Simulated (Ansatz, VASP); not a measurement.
CaMg: VASP beside Ansatz

```
CELL_PARAMETERS angstrom
3.77816 0.00000 0.00000
-1.88908 3.27198 0.00000
0.00000 0.00000 5.45363
ATOMIC_POSITIONS crystal
Ca 0.00000 0.00000 0.50000
Mg 0.66667 0.33333 0.00000
```

Change from the starting cell: strain +0.030 along x and y, -0.030 along z, atoms carried along.

Alike in both runs: task single point; functional LDA; k mesh 15 × 15 × 8; occupations gaussian, width 0.15 eV; no spin polarisation.

```csv
,VASP,Ansatz
version,VASP 6.6.1,Ansatz 0.2.0
potentials or method,"VASP PAW LDA potentials, release 64 (Ca_sv, Mg)","scalar-relativistic, plane waves, PAW"
plane-wave cutoff (eV),520,420
valence electrons in the cell,12,20
```

Ansatz gave:

* gap on the k mesh at the Fermi level (eV): none
* pressure (GPa): -2.1
* largest component of the traceless stress (GPa): 0.32

Task: Estimate VASP's values.

Result: gap on the k mesh at the Fermi level (eV): none; pressure (GPa): -2.2; largest component of the traceless stress (GPa): 0.25.

A gap of «none» marks a metal or a gap that the smearing closes. The two sets of potentials don't hold the same shells in valence.
